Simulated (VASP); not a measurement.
Input:

```xyz
6
Lattice="3.6570 0.0000 0.0000 -1.8285 3.1671 0.0000 0.0000 0.0000 10.9328" Properties=species:S:1:pos:R:3 pbc="T T T"
Ge     0.0000     2.1114     2.7332
Ge     1.8285     1.0557     8.1996
Se     0.0000     2.1114     6.5504
Se     1.8285     1.0557     1.0840
Se     1.8285     1.0557     4.3825
Se     0.0000     2.1114     9.8489
```

The numbers are results of PBEsol GGA, VASP's PBE PAW potentials (set 64) (plane waves; VASP), not measurements. Settings: 400 eV cut-off, 11×11×3 Γ-centred mesh, tetrahedra with Blöchl corrections, potentials Ge_d Se.

Without a dispersion term in the relaxation, distances and binding between the weakly bound layers, chains or molecules are unreliable, and so is what depends on them.

### Question
Predict the energy per atom (σ→0), band gap (on the k-mesh) with the smallest direct gap where there is one.

### Answer

```
Quantity                                                     Value
------------------------  ----------------------------------------
band gap (on the k-mesh)  none (metal, semimetal or under 0.01 eV)
energy per atom (σ→0)                               -4.197 eV/atom
```

The absolute energy has meaning only against runs of the same code, potentials and settings.

The structure was generated: GeSe2 was put into the 2H-MoS2 type (P6_3/mmc), which need not be its known phase. It was relaxed first, which changed the volume by +18 %.
